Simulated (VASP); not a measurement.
An input for Quantum ESPRESSO's pw.x (written as the equivalent of a VASP run, and not itself run):

```
&CONTROL
  calculation = 'vc-relax'
  pseudo_dir = './pseudo'
  outdir = './out'
  tprnfor = .true.
  tstress = .true.
  nstep = 30
  forc_conv_thr = 0.00039
/
&SYSTEM
  ibrav = 0
  nat = 6
  ntyp = 2
  ecutwfc = 84
  occupations = 'smearing'
  smearing = 'gaussian'
  degauss = 0.003675
  input_dft = 'pw91'
/
&ELECTRONS
  conv_thr = 7.3e-09
  electron_maxstep = 100
/
&IONS
/
&CELL
  cell_dofree = 'shape'
/
ATOMIC_SPECIES
  Sn 118.710 Sn.upf
  O 15.999 O.upf
CELL_PARAMETERS angstrom
     4.8753010    0.0000000    0.0000000
     0.0000000    4.8753010    0.0000000
     0.0000000    0.0000000    3.2743503
ATOMIC_POSITIONS crystal
  Sn   1.0000000  1.0000000  1.0000000
  Sn   0.5000000  0.5000000  0.5000000
  O    0.3064990  0.3064990  0.0000000
  O    0.8064990  0.1935010  0.5000000
  O    0.1935010  0.8064990  0.5000000
  O    0.6935010  0.6935010  0.0000000
K_POINTS automatic
  5 5 7 0 0 0
```

Task: Write the VASP files for the same calculation (PW91).

Result: Several could match; the one computed here: 
File POSCAR:
```
SnO2
1.0
  4.8753010443   0.0000000000   0.0000000000
  0.0000000000   4.8753010443   0.0000000000
  0.0000000000   0.0000000000   3.2743503466
Sn O
2 4
Cart
  4.8753010443   4.8753010443   3.2743503466
  2.4376505222   2.4376505222   1.6371751733
  1.4942750849   1.4942750849   0.0000000000
  3.9319256071   0.9433754372   1.6371751733
  0.9433754372   3.9319256071   1.6371751733
  3.3810259594   3.3810259594   0.0000000000
```

INCAR:
```
SYSTEM = SnO2
PREC = Accurate
ENCUT = 520
EDIFF = 1E-7
NELM = 100
ALGO = Normal
LREAL = .FALSE.
LASPH = .TRUE.
ISMEAR = 0
SIGMA = 0.05
GGA = 91
LMAXMIX = 4
LWAVE = .FALSE.
LCHARG = .FALSE.
ISIF = 4
IBRION = 2
NSW = 30
EDIFFG = -0.01
```

File KPOINTS:
```
Automatic mesh
0
Gamma
5 5 7
0 0 0
```

POTCAR, in this order: Sn_d O (PBE.64 set). Program: vasp_std.

The two are equivalent in intent, not identical: the potentials are each code's own (VASP's PAW set, PseudoDojo norm-conserving files in pw.x), so ENCUT and ecutwfc are chosen apart and not converted; conv_thr bounds pw.x's estimated SCF error, while EDIFF bounds the energy change between steps; forc_conv_thr acts on force components and is met together with etot_conv_thr.

The compound is SnO2 in the rutile structure. This cell is one point of a volume scan, at 1.03 of the reference volume. Symmetry was kept, so distortions that lower it aren't found.
